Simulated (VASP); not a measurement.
```xyz
3
Lattice="0.0000 2.8419 2.8419 2.8419 0.0000 2.8419 2.8419 2.8419 0.0000" Properties=species:S:1:pos:R:3 pbc="T T T"
Li     1.4210     1.4210     1.4210
Li     4.2629     4.2629     4.2629
S      0.0000     0.0000     0.0000
```

Computed with optB88-vdW, VASP's PBE PAW potentials (set 64) (plane waves; VASP). Run with 520 eV cut-off, Gaussian smearing of 0.050 eV, potentials Li_sv S.

**Question.** Predict the band gap (along the path) with the smallest direct gap where there is one.

**Answer.** 
- band gap (along the path): 3.45 eV
- smallest direct gap (along the path): 4.39 eV

Total energies compare only between runs with the same potentials, cut-off and functional.

The compound is Li2S in the antifluorite structure. It was relaxed first.
